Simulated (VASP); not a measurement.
Input for VASP

### KPOINTS
```
Automatic mesh
0
G
  8 8 8
```

**INCAR**
```
# general
SYSTEM  = KBr
PREC    = Accurate
ENCUT   = 500
LREAL   = .FALSE.
LASPH   = .TRUE.

# electronic loop
EDIFF   = 1E-6
NELM    = 100
ALGO    = Normal
LMAXMIX = 4

# smearing
ISMEAR  = 0
SIGMA   = 0.05

# functional
GGA     = PS

# ions
IBRION  = 2
NSW     = 40
ISIF    = 3
EDIFFG  = -0.02
PSTRESS = 200

# output
LWAVE   = .FALSE.
LCHARG  = .FALSE.
```

POSCAR:
```
KBr
1
    0.0000000000     2.8339283601     2.8339283601
    2.8339283601     0.0000000000     2.8339283601
    2.8339283601     2.8339283601     0.0000000000
K Br
1 1
Direct
  0.0000000000   1.0000000000   0.0000000000
  0.5000000000   0.5000000000   0.5000000000
```

POTCAR, in this order: K_sv Br (PBE.64 set). Program: vasp_std.

Task: Write an equivalent input for Quantum ESPRESSO's pw.x.

Result: One equivalent input (not run):
```
&CONTROL
  calculation = 'vc-relax'
  pseudo_dir = './pseudo'
  outdir = './out'
  tprnfor = .true.
  tstress = .true.
  nstep = 40
  forc_conv_thr = 0.00078
/
&SYSTEM
  ibrav = 0
  nat = 2
  ntyp = 2
  ecutwfc = 74
  occupations = 'smearing'
  smearing = 'gaussian'
  degauss = 0.003675
  input_dft = 'pbesol'
/
&ELECTRONS
  conv_thr = 7.3e-08
  electron_maxstep = 100
/
&IONS
/
&CELL
  press = 200
/
ATOMIC_SPECIES
  K 39.098 K.upf
  Br 79.904 Br.upf
CELL_PARAMETERS angstrom
     0.0000000    2.8339284    2.8339284
     2.8339284    0.0000000    2.8339284
     2.8339284    2.8339284    0.0000000
ATOMIC_POSITIONS crystal
  K    0.0000000  1.0000000  0.0000000
  Br   0.5000000  0.5000000  0.5000000
K_POINTS automatic
  8 8 8 0 0 0
```
What does not carry over: the potentials are each code's own (VASP's PAW set, PseudoDojo norm-conserving files in pw.x), so ENCUT and ecutwfc are chosen apart and not converted; conv_thr bounds pw.x's estimated SCF error, while EDIFF bounds the energy change between steps; forc_conv_thr acts on force components and is met together with etot_conv_thr.

The compound is KBr in the rock salt structure. It was relaxed first under an external pressure of 20 GPa.
